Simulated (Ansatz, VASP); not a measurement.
## TiTe2 (1T-TiTe2 bilayer, AB) in two plane-wave programs

Aim: how closely do two programs agree when they are given the same cell, functional and k mesh? The structure shown is the start of the Ansatz relaxation below; VASP solves that cell, so the two are compared at the walk's first step.

Calculated with Ansatz 0.2.0; plane waves, with VASP 6.6.1 beside it; single point at PBE with D4.

**1. Set-up**

The cell holds 6 atoms: 4 Te and 2 Ti. Cell: a = 3.750 Å, b = 3.750 Å, c = 52.352 Å, α = 90.0°, β = 90.0°, γ = 120.0°. Vacuum lies along c.

**2. Ansatz: relaxation, PBE with D4**

Ansatz runs on its default PAW (the set named soft_2) files.

The two programs are compared at the cell with which this relaxation starts, whose forces are those of its first step.

input.yaml reads:

```yaml
crystal:
  lattice:
    - [3.75, 0.0, 0.0]
    - [-1.875, 3.2475952642, 0.0]
    - [0.0, 0.0, 52.3518433073]
  atoms:
    - { symbol: Te, position: [0.6666666667, 0.3333333333, 0.3982667788] }
    - { symbol: Ti, position: [0.0, 0.0, 0.433374632] }
    - { symbol: Te, position: [0.3333333333, 0.6666666667, 0.4684824851] }
    - { symbol: Te, position: [0.0, 0.0, 0.5315175149] }
    - { symbol: Ti, position: [0.3333333333, 0.6666666667, 0.566625368] }
    - { symbol: Te, position: [0.6666666667, 0.3333333333, 0.6017332212] }
  periodic: [true, true, false]
kpoints:
  mp_grid: { grid: [12, 12, 1] }
hamiltonian:
  xc: pbe
  dispersion: d4
scf:
  occupations: { method: fermi_dirac, width: 0.05 }
  convergence: { dr2_threshold: 1.0e-09 }
relax:
  f_tol: 0.004
  max_steps: 90
  cell: {}
output:
  write_potential: true
  write_density: true
  volumetric_format: npy
```

On the command line:

```console
> ansatz run input.yaml --threads 4 --pin off --max-ram 6144MiB --backend cpu --events-out ev --progress --plain --runs-dir out
```

Numbers of over 12 decimals in the logs are rounded to 6 here.

The program printed:

```text
Warning: relax.cell: scf.convergence.dr2_threshold = 1e-9 eV is looser than the 1.40680404295e-10 eV advised for a relaxation that steers and ends on the stress (1e-10 eV for each atom of the cell: 6, times the square of relax.cell.stress_2d_tol = 0.05 N/m over 20.7 Å (the atoms' height at the walk's start and 5 Å past either face), 2.421e-2 GPa, over a crystal's default 0.05). What an SCF threshold leaves in a stress goes as its square root, and in the free energy as the threshold itself, and one threshold admits the most on a small cell: [figures from the program's tests cut] Set scf.convergence.dr2_threshold to 1.40680404295e-10 eV or tighter. [rest of the remark cut]
Engine: ansatz 0.2.0, aarch64-unknown-linux-gnu
Pseudopotentials: kind: paw
Pseudopotential: Te, paw, valence charge 16, recommended cutoff 420 eV (normal), Te.paw.azcp
Pseudopotential: Ti, paw, valence charge 12, recommended cutoff 420 eV (normal), Ti.paw.azcp
Functional definition: PBE
  parameter kappa = 0.804
  parameter beta = 0.066725
  exchange = pbe_x(kappa = kappa, mu = beta*pi^2/3)
  correlation = pbe_c(beta = beta)
Crystal: 6 atoms, lattice volume = 637.566 Å³
Basis set: ecut = 420 eV, 12535 PW (Γ), exchange–correlation on 54×54×720 points (8 copies of the dense FFT grid, shifted against one another)
Bands: 53, of which v1, the nominal top of the filled ones, is band 44 counted from 1 (43 counted from 0)
Symmetry: 12 space group operations
Space group: P-3m1 (ITA 164), of the structure as read, at distance tolerance 8.6e-5 Å
k-points: 19 of 144
Non-local potential: Te, projectors of the file, l = 0: 2, l = 1: 2, l = 2: 2, l = 3: 2
Non-local potential: Ti, projectors of the file, l = 0: 3, l = 1: 2, l = 2: 3, l = 3: 1
PAW form: soft (Blöchl's): semilocal exchange-correlation on the pseudo side does not see the compensation charge
PAW one-centre angular grid: Te, 590 points (default); XC on 64 Gauss nodes
PAW one-centre angular grid: Ti, 590 points (default); XC on 64 Gauss nodes
Initial density: superposition of atomic densities (neutral atoms: chi_scale 0, normalization atom), corrected by the library's trained network
Initial wavefunctions: pseudopotential atomic-orbital guess
Functional: x = pbe(κ = 0.804, μ = 0.219515), c = pbe(β = 0.066725)
SCF iter   1: F=—  HF=-32925.243826 eV  |F-HF|=—  |Δ(HF+E_count)|=         —  Δρ=1.59e-3  dr2=5.78e-2  ethr=1.77e-3  ⟨swp⟩=14.1  Hψ=5387  notcnv=0
preconditioner: auto → LDOS  [metal: Δε(μ)=0.060 eV  Ē_g=5.875 eV  σ=0.050 eV  W_gap=0.29  n_scr=62 (ndim 8)  ℏωp=8.3 eV  f_vac=0.720  D(μ)=2.89/eV (n_scr^D=14)  β→1.0]
SCF iter   2: F=—  HF=-32925.240262 eV  |F-HF|=—  |Δ(HF+E_count)|=   3.56e-3  Δρ=1.55e-3  dr2=6.62e-2  ethr=6.56e-5  ⟨swp⟩=3.9  Hψ=2484  notcnv=0  defer=8
SCF iter   3: F=—  HF=-32925.235682 eV  |F-HF|=—  |Δ(HF+E_count)|=   4.58e-3  Δρ=3.98e-4  dr2=4.86e-3  ethr=6.56e-5  ⟨swp⟩=2.3  Hψ=1397  notcnv=0  defer=8
SCF iter   4: F=—  HF=-32925.235243 eV  |F-HF|=—  |Δ(HF+E_count)|=   4.39e-4  Δρ=9.09e-5  dr2=9.68e-5  ethr=5.52e-6  ⟨swp⟩=3.0  Hψ=1433  notcnv=0  defer=8
SCF iter   5: F=—  HF=-32925.235280 eV  |F-HF|=—  |Δ(HF+E_count)|=   3.73e-5  Δρ=2.10e-5  dr2=1.95e-6  ethr=1.10e-7  ⟨swp⟩=3.3  Hψ=1763  notcnv=0  defer=8
SCF iter   6: F=—  HF=-32925.235309 eV  |F-HF|=—  |Δ(HF+E_count)|=   2.91e-5  Δρ=8.24e-6  dr2=1.35e-6  ethr=2.22e-9  ⟨swp⟩=3.5  Hψ=2233  notcnv=0  defer=8
SCF iter   7: F=—  HF=-32925.235310 eV  |F-HF|=—  |Δ(HF+E_count)|=   6.43e-7  Δρ=2.83e-6  dr2=2.38e-7  ethr=1.54e-9  ⟨swp⟩=2.9  Hψ=1993  notcnv=0  defer=8
SCF iter   8: F=—  HF=-32925.235310 eV  |F-HF|=—  |Δ(HF+E_count)|=   1.18e-7  Δρ=9.22e-7  dr2=5.28e-9  ethr=2.71e-10  ⟨swp⟩=3.2  Hψ=1674  notcnv=0  defer=8
SCF iter   9: F=-32925.235310 eV  HF=-32925.235310 eV  |F-HF|=2.95e-9  |Δ(HF+E_count)|=   3.25e-8  Δρ=2.93e-7  dr2=6.47e-10  ethr=1.14e-12  ⟨swp⟩=12.2  Hψ=7317  notcnv=0
SCF 1 converged in 9 iterations: F = -32925.235310 eV  dr2 = 6.47e-10
  greatest PAW one-centre occupation: 0.999 electrons in one spin orbital (limit 2), on the Ti atom at site 4 (counted from 0), in its partial waves of l = 0
relax step   1: F+E_penalty+E_count = -32925.23530986 eV  Δ(F+E_penalty+E_count) = +0.000e0 eV  max|allowed force component| = 8.679e-1 eV/Å  Δτ_max = 0.0000 Å  P = -5.285 N/m  Ω = 637.566 Å³  fix = [c, alpha, beta]  reactions: c -0.000 N/m  (9 SCF iters, accepted)
[...]
relax step   6: F+E_penalty+E_count = -32925.45392144 eV  Δ(F+E_penalty+E_count) = -2.286e-4 eV  max|allowed force component| = 5.925e-4 eV/Å  Δτ_max = 0.0030 Å  P = +0.007 N/m  Ω = 618.733 Å³  energy of the carried Pulay correction = +6.805e-4 eV  fix = [c, alpha, beta]  reactions: c +0.000 N/m  (8 SCF iters, accepted)
[...]
relax step   7: F+E_penalty+E_count = -32925.45319562 eV  Δ(F+E_penalty+E_count) = +7.258e-4 eV  max|allowed force component| = 6.387e-4 eV/Å  Δτ_max = 0.0000 Å  P = +0.009 N/m  Ω = 618.733 Å³  fix = [c, alpha, beta]  reactions: c +0.000 N/m  stress off target by 9.44e-3 N/m on what of the cell is left free  SCF on the basis re-selected at this cell (its energy is not comparable with the rows above)  (5 SCF iters)
basis re-selected at this cell: Δ(F+E_penalty+E_count) = +7.258e-4 eV, ΔP = +0.003 N/m vs the last step (what re-selecting the basis moved, of the pressure what is left beyond the Pulay correction that the steps carried, after the strain that the cell walked since its last selection, with what the two solves' SCF thresholds leave and, on support functions, any second-order correction that the steps lacked; it is no measure of the basis error at this ecutwfc). The dense FFT grid was sized anew with the basis: this SCF ran on 25×25×360 points, the steps before it on 27×27×360, so part of this shift can come from that change (see relax.cell in the input reference). [rest of the remark cut]
SCF converged after 5 iterations
Free energy (F): -32925.453196 eV
Harris-Foulkes:  -32925.453196 eV  (|F-HF|=3.65e-9)
Internal energy: -32925.432423 eV  (E = F + TS)
E sigma→0 (E₀):  -32925.442809 eV
Entropy (-TS):   -0.020772 eV (-3.462 meV/atom)
Fermi energy:    -4.819001 eV
--- Per-component energies (eV) ---
  E_band       = -2658.236328
  E_kinetic    = 1267.583412
  E_local      = -526831.498076  (includes V_loc(G=0)·N_el)
  E_nonlocal   = -1223.988872
  E_hartree    = 263327.082297
  E_xc         = -693.425303
  E_vxc        = -662.236795  (∫ρ·V_xc dr)
  E_paw        = -20745.107966  (= ΣΔE_a)
  E_vpaw       = -1862.256539  (= ΣTr[D̂ρ^β])
  E_aug_tail   = -0.000476  (compensation charges beyond the density's cutoff)
  E_ewald      = 251976.092465
  E_disp       = -2.169904  (pairwise vdW)
  E_smearing   = -0.020772  (= −TS)
  E_closure    = 0.000000  (closes the sum)
  Σ components = -32925.453196   (vs F -32925.453196, Δ=0.00e0)
--- Forces (eV/Å), atoms counted from 1 ---
  atom   1  Te    -0.00000000     0.00000000    -0.00031214
  atom   2  Ti     0.00000000    -0.00000000     0.00028163
  atom   3  Te     0.00000000    -0.00000000     0.00063871
  atom   4  Te    -0.00000000     0.00000000    -0.00063871
  atom   5  Ti     0.00000000     0.00000000    -0.00028163
  atom   6  Te     0.00000000    -0.00000000     0.00031214
  max |Σ_I F_I| component: 2.31e-18 eV/Å
--- 2D stress c σ (N/m, compression-positive) ---
        0.009444      -0.000000       0.000000
       -0.000000       0.009444       0.000000
        0.000000       0.000000       0.000000
  P = ½ c Tr σ = 0.0094 N/m
--- Band table (eV; the first three rows and the last of 19) ---
  k-point 0: bands = [... 40 lower, -4.4276, -4.3317, -4.3317, -4.3287, -4.3287, -4.0187, -3.5897, -3.5897, ... 5 higher]
  k-point 1: bands = [... 40 lower, -4.8342, -4.7821, -4.5714, -4.5386, -4.4138, -4.2130, -3.5671, -3.4441, ... 5 higher]
  k-point 2: bands = [... 40 lower, -5.8606, -5.4053, -4.9627, -4.8993, -4.4929, -4.3787, -3.5783, -3.3203, ... 5 higher]
  k-point 18: bands = [... 40 lower, -6.8150, -6.7819, -6.7365, -6.7365, -3.7060, -3.6226, -3.6226, -3.5596, ... 5 higher]
  the weakly bound empty levels are not read free of the cell's end (no_gap_told)
--- Relaxed structure (6 steps of the walk, 6 accepted, 1 SCFs on fresh bases) ---
  F+E_penalty+E_count = -32925.45319562 eV   max|allowed force component| = 6.387e-4 eV/Å   (the final SCF, on the basis selected at the relaxed cell)
  cell:  # Å, volume = 618.7329 Å³
    - [3.694199, 0.0, 0]
    - [-1.847100, 3.199270, 0]
    - [0, 0, 52.3518433073]
  atoms:
    - { symbol: Te, position: [0.666667, 0.333333, 0.401496] }
    - { symbol: Ti, position: [3.015904263089348e-18, 0, 0.435060] }
    - { symbol: Te, position: [0.333333, 0.666667, 0.468430] }
    - { symbol: Te, position: [0, 0, 0.531570] }
    - { symbol: Ti, position: [0.333333, 0.666667, 0.564940] }
    - { symbol: Te, position: [0.666667, 0.333333, 0.598504] }
```

In the SCF lines HF is the Harris–Foulkes energy and dr2 the Hartree energy of the density residual, in eV; the loop may stop once dr2 is under the threshold and the program's other checks hold. Hψ counts applications of the Hamiltonian.

**3. VASP: single point, PBE with D4, start cell**

The same cell, functional, mesh and smearing now go to VASP, with its own data sets.

Lines of VASP's logs that name or quote its potential files are left out, and so is its time.

INCAR reads:

```
SYSTEM = TiTe2
PREC = Accurate
ENCUT = 400
EDIFF = 1E-06
NELM = 120
ISMEAR = -1
SIGMA = 0.05
LREAL = .FALSE.
ALGO = Normal
GGA = PE
IVDW = 13
NBANDS = 30
LASPH = .TRUE.
LORBIT = 11
LWAVE = .FALSE.
LCHARG = .FALSE.
ISIF = 2
LDIPOL = .TRUE.
IDIPOL = 3
DIPOL = 0.5 0.5 0.5
LVHAR = .TRUE.
GGA_COMPAT = .FALSE.
NELMDL = -8
KPAR = 2
```

POSCAR reads:

```
TiTe2
1.0
    3.7500000000      0.0000000000      0.0000000000
   -1.8750000000      3.2475950000      0.0000000000
    0.0000000000      0.0000000000     52.3518430000
Te Ti
4 2
Direct
    0.6666668720      0.3333334360      0.3982667812
    0.3333335387      0.6666667693      0.4684824850
    0.0000002053      0.0000001027      0.5315175150
    0.6666668720      0.3333334360      0.6017332188
    0.0000002053      0.0000001027      0.4333746378
    0.3333335387      0.6666667693      0.5666253622
```

KPOINTS reads:

```
Automatic mesh
0
Gamma
12 12 1
0 0 0
```

The projector-augmented-wave data sets are Te and Ti_sv (PBE family, release 64).

On the command line:

```console
> mpirun -np 2 vasp_std
```

The program printed:

```text
[banner, memory and clock lines left out]
running    2 mpi-ranks, on    1 nodes
 distrk:  each k-point on    1 cores,    2 groups
 distr:  one band on    1 cores,    1 groups

 POSCAR found type information on POSCAR TeTi
 POSCAR found :  2 types and       6 ions
 LDA part: xc-table for (Slater+PW92), standard interpolation
|                                                                             |
|           W    W    AA    RRRRR   N    N  II  N    N   GGGG   !!!           |
|           W    W   A  A   R    R  NN   N  II  NN   N  G    G  !!!           |
|           W    W  A    A  R    R  N N  N  II  N N  N  G       !!!           |
|           W WW W  AAAAAA  RRRRR   N  N N  II  N  N N  G  GGG   !            |
|           WW  WW  A    A  R   R   N   NN  II  N   NN  G    G                |
|           W    W  A    A  R    R  N    N  II  N    N   GGGG   !!!           |
|                                                                             |
|     One of the lattice vectors is very long (>50 A), but AMIN is rather     |
|     large. This can spoil convergence since charge sloshing might occur     |
|     along the long lattice vector. If problems with convergence are         |
|     observed, try to decrease AMIN to a smaller value (e.g. 0.01).          |
|     Note: This warning only applies if the self-consistency cycle is        |
|     used.                                                                   |
|                                                                             |

 POSCAR, INCAR and KPOINTS ok, starting setup
 FFT: planning ... GRIDC
 FFT: planning ... GRID_SOFT
 FFT: planning ... GRID
 WAVECAR not read
 entering main loop
       N       E                     dE             d eps       ncg     rms          rms(c)
DAV:   1     0.351766889159E+03    0.35177E+03   -0.17847E+04  1452   0.990E+02
DAV:   2     0.110729310534E+02   -0.34069E+03   -0.33315E+03  1552   0.275E+02
DAV:   3    -0.317430489166E+02   -0.42816E+02   -0.42398E+02  1686   0.898E+01
DAV:   4    -0.368065370399E+02   -0.50635E+01   -0.50501E+01  1764   0.279E+01
DAV:   5    -0.372337641277E+02   -0.42723E+00   -0.42714E+00  1572   0.609E+00
DAV:   6    -0.372386579502E+02   -0.48938E-02   -0.48935E-02  1652   0.101E+00
DAV:   7    -0.372387785832E+02   -0.12063E-03   -0.12063E-03  1714   0.149E-01
DAV:   8    -0.372387819373E+02   -0.33541E-05   -0.33541E-05  1590   0.224E-02    0.169E+01
DAV:   9    -0.385302991027E+02   -0.12915E+01   -0.76161E+01  1532   0.483E+01    0.250E+01
DAV:  10    -0.332339144025E+02    0.52964E+01   -0.73302E+01  1558   0.470E+01    0.964E+00
DAV:  11    -0.326265100894E+02    0.60740E+00   -0.31629E+00  1342   0.969E+00    0.559E+00
DAV:  12    -0.322887251558E+02    0.33778E+00   -0.38509E+00  1570   0.106E+01    0.274E+00
DAV:  13    -0.322798539545E+02    0.88712E-02   -0.10875E+00  1514   0.634E+00    0.178E+00
DAV:  14    -0.322399307523E+02    0.39923E-01   -0.10391E-01  1552   0.196E+00    0.108E+00
[...]
DAV:  23    -0.322345923586E+02   -0.66002E-04   -0.31785E-06   972   0.575E-03    0.146E-02
DAV:  24    -0.322346472050E+02   -0.54846E-04   -0.13081E-06   862   0.381E-03    0.598E-03
DAV:  25    -0.322346761078E+02   -0.28903E-04   -0.11561E-06   834   0.405E-03    0.364E-03
DAV:  26    -0.322346893313E+02   -0.13223E-04   -0.21298E-07   670   0.194E-03    0.208E-03
DAV:  27    -0.322346940603E+02   -0.47290E-05   -0.17399E-07   624   0.204E-03    0.170E-03
DAV:  28    -0.322346972333E+02   -0.31730E-05   -0.86410E-08   624   0.127E-03    0.116E-03
DAV:  29    -0.322346992247E+02   -0.19914E-05   -0.67655E-08   662   0.969E-04    0.801E-04
DAV:  30    -0.322346999582E+02   -0.73349E-06   -0.24498E-08   624   0.684E-04
   1 F= -.34295555E+02 E0= -.34283167E+02  d E =-.247764E-01
```

(Continued in part 2 of 2.)

[Lines on the potential files, build, host, timing and source positions are cut from VASP's logs without a mark.]

[Logs are printed without paths, hosts, clocks, repeated set-up lines and the standing remarks that a program may print on its own settings, such as how far it seeks lower states.]

[Hosts, paths, dates, database ids (printed as entryN), source tags and the programs' standing remarks are cut or masked in the printed files.]
